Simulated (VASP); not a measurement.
Given:

```
PtYbP
1.0
    4.01076     0.00000     0.00000
   -2.00538     3.47342     0.00000
    0.00000     0.00000     4.03920
Yb P Pt
1 1 1
Direct
  0.00000   0.00000   0.00000
  0.66667   0.33333   0.50000
  0.33333   0.66667   0.50000
```

Calculation: PBEsol GGA with spin-orbit coupling, VASP's PBE PAW potentials (set 64) (plane waves; VASP). Settings: 400 eV cut-off, 8×8×7 Γ-centred mesh, Gaussian smearing of 0.050 eV, potentials Yb_2 P Pt.

The 4f electrons are frozen in the core of the lanthanide potential, so 4f levels, which can set the real gap, and their magnetism are missing.

### Question
Give the energies of bands 15 to 28 at the high-symmetry points, in eV from the Fermi level.

### Answer

```
band      Γ      M      K      A      L      H
----  -----  -----  -----  -----  -----  -----
15    -3.34  -3.90  -4.21  -4.05  -3.60  -4.01
16    -3.34  -3.90  -4.14  -4.05  -3.60  -3.90
17    -3.00  -3.65  -3.97  -3.32  -3.38  -3.42
18    -3.00  -3.65  -3.57  -3.32  -3.38  -3.04
19    -1.59  -3.28  -3.51  -2.26  -2.30  -2.79
20    -1.59  -3.28  -3.20  -2.26  -2.30  -2.53
21     0.87  -1.07  -2.40   2.13  -1.84  -2.35
22     0.87  -1.07  -1.82   2.13  -1.84  -2.07
23     1.30   0.12   0.84   2.69  -0.84  -0.66
24     1.30   0.12   1.11   2.69  -0.84  -0.44
25     1.40   2.02   2.31   2.77   0.33   0.52
26     1.40   2.02   2.32   2.77   0.33   0.75
27     3.15   4.45   3.66   3.75   4.68   5.40
28     3.15   4.45   3.71   3.75   4.68   5.60
```

It has no gap at this level: it comes out as a metal or semimetal.

The structure comes from a computed database's YbPPt entry (P-6m2); how it stands against other phases isn't given here. It was relaxed first.
